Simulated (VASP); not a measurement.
Crystal: AlHg.

```
CELL_PARAMETERS angstrom
0.00000 3.06853 3.06853
3.06853 0.00000 3.06853
3.06853 3.06853 0.00000
ATOMIC_POSITIONS crystal
Al 0.00000 0.00000 0.00000
Hg 0.75000 0.75000 0.75000
```

The cell was built by a generator and needn't be a form met in nature.

```yaml
Program: VASP 6.6.1
Task: relaxation of cell and atoms
Functional: LDA
Potentials_or_basis: VASP PAW LDA potentials, release 64 (Al, Hg)
Cutoff: 600 eV
k_mesh: 8 × 8 × 8
Occupations: fermi-dirac, width 0.05 eV
Spin: no spin polarisation
```

At the start: pressure -3.2 GPa; volume 28.89 Å³/atom.

**Question.** Where does the relaxation end?

**Answer.** Over 3 steps the energy falls by 26.0 meV/atom and the volume is 26.42 Å³/atom (-8.6 %); space group F-43m (No. 216, to 0.05 Å).

The path:
| step | energy change (eV) | largest force (eV/Å) | pressure (GPa) | volume (Å³) |
| --- | --- | --- | --- | --- |
| 1 | 0.0000 | 0.0000 | -3.15 | 57.79 |
| 2 | -0.0518 | 0.0000 | -0.25 | 53.16 |
| 3 | -0.0519 | 0.0000 | -0.01 | 52.84 |

Final structure:
```
Al Hg
1.0
     0.00000    2.97841    2.97841
     2.97841    0.00000    2.97841
     2.97841    2.97841    0.00000
Al Hg
1 1
Cartesian
  0.0000 0.0000 0.0000
  4.4676 4.4676 4.4676
```
